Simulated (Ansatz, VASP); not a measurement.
# Be (Beryllium) in two plane-wave programs, part 2 of 2

Aim: how closely do two programs agree when they are given the same cell, functional and k mesh? The cell is taken from a series of runs on this material, whose earlier steps may have relaxed, scaled, displaced or heated it; both programs get it as it stands.

VASP 6.6.1 and Ansatz 0.2.0.

So far: The starting structure; Ansatz: zone-centre phonons, PBEsol, pair 1; VASP: zone-centre phonons, PBEsol, pair 1; Side by side.

### 5. VASP: zone-centre phonons, PBEsol, pair 2

Level of this step: PBEsol; plane waves and PAW (Be) (VASP).

Second derivatives magnify differences that forces hide, and they need a tight electronic threshold. The cell compared in this pair holds 14.77 Å³, against 14.47 Å³ for the pair before.

File INCAR:

```
SYSTEM = Be
PREC = Accurate
ENCUT = 600
EDIFF = 1E-08
NELM = 120
ISMEAR = 1
SIGMA = 0.2
LREAL = .FALSE.
ALGO = Normal
GGA = PS
NBANDS = 8
LORBIT = 11
LWAVE = .FALSE.
LCHARG = .FALSE.
ISIF = 2
IBRION = 8
LASPH = .TRUE.
GGA_COMPAT = .FALSE.
KPAR = 2
```

File POSCAR:

```
Be
1.0
    2.1890843146      0.0000000000      0.0000000000
   -1.0945421573      1.8958026274      0.0000000000
    0.0000000000      0.0000000000      3.5584294480
Be
2
Direct
    0.3333333333      0.6666666667      0.2500000000
    0.6666666667      0.3333333333      0.7500000000
```

File KPOINTS:

```
Automatic mesh
0
Gamma
24 24 12
0 0 0
```

PAW data sets: Be (PBE family, release 64).

On the command line:

```bash
$ mpirun -np 2 vasp_std
```

Numbers of over 12 decimals in the logs are rounded to 6 here.

Output:

```text
[banner, memory and clock lines left out]
running    2 mpi-ranks, on    1 nodes
[...]
[... a notice as in an earlier step ...]

 LDA part: xc-table for (Slater+PW92), standard interpolation
 POSCAR, INCAR and KPOINTS ok, starting setup
[...]
entering main loop
       N       E                     dE             d eps       ncg     rms          rms(c)
DAV:   1    -0.279720105391E+01   -0.27972E+01   -0.20513E+03  6872   0.469E+02
DAV:   2    -0.797787873908E+01   -0.51807E+01   -0.50897E+01 11232   0.594E+01
DAV:   3    -0.799586179848E+01   -0.17983E-01   -0.17976E-01  7240   0.303E+00
DAV:   4    -0.799587305680E+01   -0.11258E-04   -0.11258E-04 10160   0.822E-02
[...]
DAV:   9    -0.795950081013E+01   -0.78085E-06   -0.52494E-07  8640   0.522E-03    0.459E-04
DAV:  10    -0.795950082585E+01   -0.15718E-07   -0.34409E-10  7616   0.151E-04    0.155E-04
DAV:  11    -0.795950082300E+01    0.28530E-08   -0.11585E-10  4160   0.102E-04
   1 F= -.79595008E+01 E0= -.79593022E+01  d E =-.595754E-03
[...]
RMM:   5    -0.702504503398E-02   -0.91055E-08   -0.11009E-09 52091   0.296E-04    0.989E-05
 first order change of Fermi-energy   0.18297E-05
 force on displaced ion       1 direction 1 :  -3.699   0.000   0.000
 Linear response progress:
  Degree of freedom:   2/  2
       N       E                     dE             d eps       ncg     rms          rms(c)
RMM:   1    -0.189981891647E-01   -0.18998E-01    0.23778E-02 25090   0.694E-01
RMM:   2    -0.157886742694E-01    0.32095E-02    0.46054E-03 16179   0.945E-02    0.111E-01
RMM:   3    -0.154519001125E-01    0.33677E-03    0.12673E-03 15925   0.997E-02    0.409E-02
RMM:   4    -0.157002749269E-01   -0.24837E-03    0.23967E-04 16350   0.554E-02    0.421E-03
RMM:   5    -0.157397557985E-01   -0.39481E-04   -0.27445E-05 16957   0.395E-03    0.646E-04
RMM:   6    -0.157384468672E-01    0.13089E-05   -0.37635E-06 16808   0.409E-04    0.724E-05
RMM:   7    -0.157378947427E-01    0.55212E-06   -0.73430E-07 17177   0.414E-05    0.191E-05
RMM:   8    -0.157378664883E-01    0.28254E-07    0.44024E-08 16556   0.146E-05    0.654E-07
RMM:   9    -0.157378707799E-01   -0.42916E-08    0.34587E-09 16152   0.177E-06    0.249E-07
 first order change of Fermi-energy   0.15110E-05
 force on displaced ion       1 direction 3 :   0.000  -0.000  -8.798
 Linear response finished
```

From OUTCAR (step 5):

```text
  Total        1.1315232      1.1315232      0.0487834      0.0000000     -0.0000000      0.0000000
  in kB      122.7609032    122.7609031      5.2925940      0.0000000     -0.0000000      0.0000000
  external PRESSURE =      83.6048001 kB  Pullay stress =       0.0000000 kB

 POSITION                                       TOTAL-FORCE (eV/Angst)
 -----------------------------------------------------------------------------------
     -0.00000      1.26387      0.88961         0.000000      0.000000      0.000000
      1.09454      0.63193      2.66882        -0.000000     -0.000000      0.000000
 -----------------------------------------------------------------------------------
    total drift:                                0.000000     -0.000000      0.000000

[... 1 part as in an earlier step ...]

[... 1 further part left out ...]
```

### 6. Ansatz: zone-centre phonons, PBEsol, pair 2

The same cell, functional, mesh and smearing now go to Ansatz, which takes its cutoff from its data sets.

The cell is taken from a series of runs on this material, whose earlier steps may have relaxed, scaled, displaced or heated it; both programs get it as it stands.

File input.yaml:

```yaml
crystal:
  lattice:
    - [2.1890843146, 0.0, 0.0]
    - [-1.0945421573, 1.8958026274, 0.0]
    - [0.0, 0.0, 3.558429448]
  atoms:
    - { symbol: Be, position: [0.3333333333, 0.6666666667, 0.25] }
    - { symbol: Be, position: [0.6666666667, 0.3333333333, 0.75] }
kpoints:
  mp_grid: { grid: [24, 24, 12] }
hamiltonian:
  xc: pbesol
  pseudopotentials: { kind: paw, azcp: { folder: soft_1 }, xc_functional: pbe }
scf:
  occupations: { method: methfessel_paxton, width: 0.2 }
output:
  eigenvalues: true
phonons:
  method: dfpt
```

On the command line:

```bash
$ ansatz run input.yaml --threads 4 --pin off --max-ram 10240MiB --backend cpu --events-out ev --progress --plain --runs-dir out
```

Output:

```text
[...]
Crystal: 2 atoms, lattice volume = 14.768 Å³
Basis set: ecut = 420 eV, 287 PW (Γ), exchange–correlation on 30×30×48 points (8 copies of the dense FFT grid, shifted against one another)
Bands: 6, of which v1, the nominal top of the filled ones, is band 2 counted from 1 (1 counted from 0)
Symmetry: 24 space group operations
k-points: 1099 of 6912 (irreducible under 4 space group operations, time reversal used)
[...]
--- Band table (eV; the first three rows and the last of 1099) ---
[...]
ASR residual: 8.538e-5 → 0.000e0 eV/Å²; symmetrization residual: 3.553e-15 eV/Å²
  ASR residual per site (eV/Å²): 8.54e-5 8.54e-5
  Γ frequencies (cm⁻¹): 0.00 0.00 0.00 472.15 472.15 721.31
[...]
[key lines of the parts left out:]
SCF converged after 6 iterations
Free energy (F): -180.666365 eV
Fermi energy:    8.823848 eV
```

### 7. Differences

The two programs side by side:

| quantity | Ansatz | VASP | difference |
| --- | --- | --- | --- |
| optical mode 1 to 2 (cm⁻¹) | 472.1 | 472.5 | -0.07 % |
| optical mode 3 (cm⁻¹) | 721.3 | 728.6 | -1.01 % |

Modes are paired by rising frequency, not by their patterns, so a pair may set unlike modes beside each other; they are those without the splitting of longitudinal modes.

### 8. VASP: zone-centre phonons, PBEsol, pair 3

Second derivatives magnify differences that forces hide, and they need a tight electronic threshold. The cell compared in this pair holds 15.07 Å³, against 14.77 Å³ for the pair before.

INCAR is that of step 5.

File POSCAR:

```
Be
1.0
    2.2116521941      0.0000000000      0.0000000000
   -1.1058260970      1.9153469844      0.0000000000
    0.0000000000      0.0000000000      3.5565677530
Be
2
Direct
    0.3333333333      0.6666666667      0.2500000000
    0.6666666667      0.3333333333      0.7500000000
```

KPOINTS is that of step 5.

On the command line:

```bash
$ mpirun -np 2 vasp_std
```

Output:

```text
[... set-up lines as in an earlier step ...]
 entering main loop
       N       E                     dE             d eps       ncg     rms          rms(c)
DAV:   1    -0.315946047137E+01   -0.31595E+01   -0.19840E+03  6840   0.465E+02
DAV:   2    -0.799485688419E+01   -0.48354E+01   -0.46970E+01 11152   0.567E+01
DAV:   3    -0.801395018734E+01   -0.19093E-01   -0.19047E-01  7336   0.303E+00
DAV:   4    -0.801396831824E+01   -0.18131E-04   -0.18130E-04 10016   0.849E-02
[...]
DAV:   8    -0.797874750203E+01    0.41360E-05   -0.10690E-05  7616   0.270E-02    0.699E-03
DAV:   9    -0.797874825289E+01   -0.75086E-06   -0.49634E-07  8736   0.509E-03    0.467E-04
DAV:  10    -0.797874825982E+01   -0.69295E-08   -0.33118E-10  7496   0.143E-04
   1 F= -.79787483E+01 E0= -.79785447E+01  d E =-.610671E-03
 Linear response reoptimize wavefunctions to high precision
DAV:   1    -0.797874825595E+01    0.38733E-08   -0.11144E-10  7192   0.954E-05
DAV:   2    -0.797874825595E+01   -0.19895E-12   -0.17304E-12  3616   0.108E-05
 Linear response DOF=           2
 Linear response progress:
[...]
RMM:   6    -0.689522199732E-02    0.10912E-08   -0.21911E-10 52237   0.414E-05    0.566E-06
 first order change of Fermi-energy   0.18199E-05
 force on displaced ion       1 direction 1 :  -3.669   0.000   0.000
 Linear response progress:
  Degree of freedom:   2/  2
       N       E                     dE             d eps       ncg     rms          rms(c)
RMM:   1    -0.182830120633E-01   -0.18283E-01    0.25131E-02 25136   0.681E-01
RMM:   2    -0.155457237942E-01    0.27373E-02    0.37004E-03 16172   0.928E-02    0.109E-01
RMM:   3    -0.151631139216E-01    0.38261E-03    0.11918E-03 15944   0.968E-02    0.404E-02
RMM:   4    -0.154048267499E-01   -0.24171E-03    0.22406E-04 16380   0.540E-02    0.416E-03
RMM:   5    -0.154423521789E-01   -0.37525E-04   -0.28733E-05 17001   0.389E-03    0.626E-04
RMM:   6    -0.154408757508E-01    0.14764E-05   -0.41211E-06 16806   0.398E-04    0.722E-05
RMM:   7    -0.154402892397E-01    0.58651E-06   -0.76797E-07 17262   0.410E-05    0.187E-05
RMM:   8    -0.154402579122E-01    0.31328E-07    0.44607E-08 16593   0.147E-05    0.643E-07
RMM:   9    -0.154402621795E-01   -0.42673E-08    0.48120E-09 16214   0.198E-06    0.245E-07
 first order change of Fermi-energy   0.50741E-06
 force on displaced ion       1 direction 3 :   0.000   0.000  -8.632
 Linear response finished
```

Parts of OUTCAR (step 8):

```text
  Total        0.7495687      0.7495687      0.0478837      0.0000000      0.0000000      0.0000000
  in kB       79.7125420     79.7125420      5.0921677      0.0000000      0.0000000      0.0000000
  external PRESSURE =      54.8390839 kB  Pullay stress =       0.0000000 kB

 POSITION                                       TOTAL-FORCE (eV/Angst)
 -----------------------------------------------------------------------------------
     -0.00000      1.27690      0.88914         0.000000     -0.000000      0.000000
      1.10583      0.63845      2.66743        -0.000000      0.000000      0.000000
 -----------------------------------------------------------------------------------
    total drift:                                0.000000     -0.000000      0.000000

[... 1 part as in an earlier step ...]

[... 1 further part left out ...]
```

### 9. Ansatz: zone-centre phonons, PBEsol, pair 3

The same cell, functional, mesh and smearing now go to Ansatz, which takes its cutoff from its data sets.

The cell is taken from a series of runs on this material, whose earlier steps may have relaxed, scaled, displaced or heated it; both programs get it as it stands.

input.yaml, as its differences from that of step 6:

```diff
@@ -2,5 +2,5 @@
   lattice:
-    - [2.1890843146, 0.0, 0.0]
-    - [-1.0945421573, 1.8958026274, 0.0]
-    - [0.0, 0.0, 3.558429448]
+    - [2.2116521941, 0.0, 0.0]
+    - [-1.105826097, 1.9153469844, 0.0]
+    - [0.0, 0.0, 3.556567753]
   atoms:
```

On the command line:

```bash
$ ansatz run input.yaml --threads 4 --pin off --max-ram 10240MiB --backend cpu --events-out ev --progress --plain --runs-dir out
```

Output:

```text
[...]
Crystal: 2 atoms, lattice volume = 15.066 Å³
Basis set: ecut = 420 eV, 299 PW (Γ), exchange–correlation on 30×30×48 points (8 copies of the dense FFT grid, shifted against one another)
Bands: 6, of which v1, the nominal top of the filled ones, is band 2 counted from 1 (1 counted from 0)
Symmetry: 24 space group operations
k-points: 1099 of 6912 (irreducible under 4 space group operations, time reversal used)
[...]
Free energy (F): -180.684745 eV
[...]
Internal energy: -180.684132 eV  (E = F + TS)
E sigma→0 (E₀):  -180.684592 eV
Entropy (-TS):   -0.000613 eV (-0.306 meV/atom)
Fermi energy:    8.593479 eV
[...]
--- Band table (eV; the first three rows and the last of 1099) ---
[...]
ASR residual: 8.039e-5 → 0.000e0 eV/Å²; symmetrization residual: 1.711e-11 eV/Å²
  ASR residual per site (eV/Å²): 8.04e-5 8.04e-5
  Γ frequencies (cm⁻¹): 0.00 0.00 0.00 469.66 469.66 714.60
[...]
[key lines of the parts left out:]
SCF converged after 6 iterations
```

### 10. Differences

Compared:

| quantity | Ansatz | VASP | difference |
| --- | --- | --- | --- |
| optical mode 1 to 2 (cm⁻¹) | 469.7 | 470.5 | -0.18 % |
| optical mode 3 (cm⁻¹) | 714.6 | 721.7 | -0.99 % |

Modes are paired by rising frequency, not by their patterns, so a pair may set unlike modes beside each other; they are those without the splitting of longitudinal modes.

### 11. What came out

```json
{
 "r.m.s. difference of the optical zone-centre modes, each program's sorted by frequency (zone-centre phonons, PBEsol, pair 1)": "4.2 cm⁻¹",
 "difference in optical mode 3 (zone-centre phonons, PBEsol, pair 1)": "-1.0 %",
 "r.m.s. difference of the optical zone-centre modes, each program's sorted by frequency (zone-centre phonons, PBEsol, pair 2)": "4.2 cm⁻¹",
 "difference in optical mode 3 (zone-centre phonons, PBEsol, pair 2)": "-1.0 %",
 "r.m.s. difference of the optical zone-centre modes, each program's sorted by frequency (zone-centre phonons, PBEsol, pair 3)": "4.2 cm⁻¹",
 "difference in optical mode 3 (zone-centre phonons, PBEsol, pair 3)": "-1.0 %"
}
```

**Reading.** The r.m.s. difference of the optical zone-centre modes, each program's sorted by frequency is 4.2 cm⁻¹ (zone-centre phonons, PBEsol, pair 1). Among the rows given in per cent, the largest difference of the zone-centre phonons, PBEsol, pair 1 pair is in optical mode 3, -1.0 %. Among the rows given in per cent, the largest difference of the zone-centre phonons, PBEsol, pair 2 pair is in optical mode 3, -1.0 %. Among the rows given in per cent, the largest difference of the zone-centre phonons, PBEsol, pair 3 pair is in optical mode 3, -1.0 %. 2 further runs of this series are not shown here. How closely two codes agree says nothing of how well the functional describes the real material.

[Lines on the potential files, build, host, timing and source positions are cut from VASP's logs without a mark.]

[Logs are printed without paths, hosts, clocks, repeated set-up lines and the standing remarks that a program may print on its own settings, such as how far it seeks lower states.]

[Hosts, paths, dates, database ids (printed as entryN), source tags and the programs' standing remarks are cut or masked in the printed files.]
